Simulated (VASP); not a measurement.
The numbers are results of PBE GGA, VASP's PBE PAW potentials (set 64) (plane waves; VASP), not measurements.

Input for VASP

File POSCAR:
```
BP
2.270
  0.0000000000   1.0000000000   1.0000000000
  1.0000000000   0.0000000000   1.0000000000
  1.0000000000   1.0000000000   0.0000000000
B P
1 1
Cart
  0.0000000000   0.0000000000   0.0000000000
  0.5000000000   0.5000000000   0.5000000000
```

INCAR:
```
SYSTEM  =  BP
PREC  =  Accurate; ENCUT  =  475; LREAL  =  .False.
LASPH  =  .True.
EDIFF  =  1E-6; NELM  =  100; ALGO  =  Normal
ISMEAR  =  0; SIGMA  =  0.05
GGA  =  PE
ISIF  =  2
LWAVE  =  .False.; LCHARG  =  .False.
```

KPOINTS:
```
Regular mesh
0
G
9 9 9
0 0 0
```

POTCAR, in this order: B P (PBE.64 set). Program: vasp_std.

What will the output report for the number of irreducible k-points (NKPTS), number of bands (NBANDS), largest plane-wave count, number of space-group operations, FFT grid (NGX, NGY, NGZ)?

The number of irreducible k-points (NKPTS) comes out as 35 and the number of bands (NBANDS) is 8. The largest plane-wave count comes out as 560. The number of space-group operations comes out as 24. The FFT grid (NGX, NGY, NGZ) is 24 × 24 × 24.

The compound is BP in the zinc blende structure. The cell was not relaxed at this level. The run is one of a series of settings (ENCUT = 475 against the base run), some of them coarse on purpose.
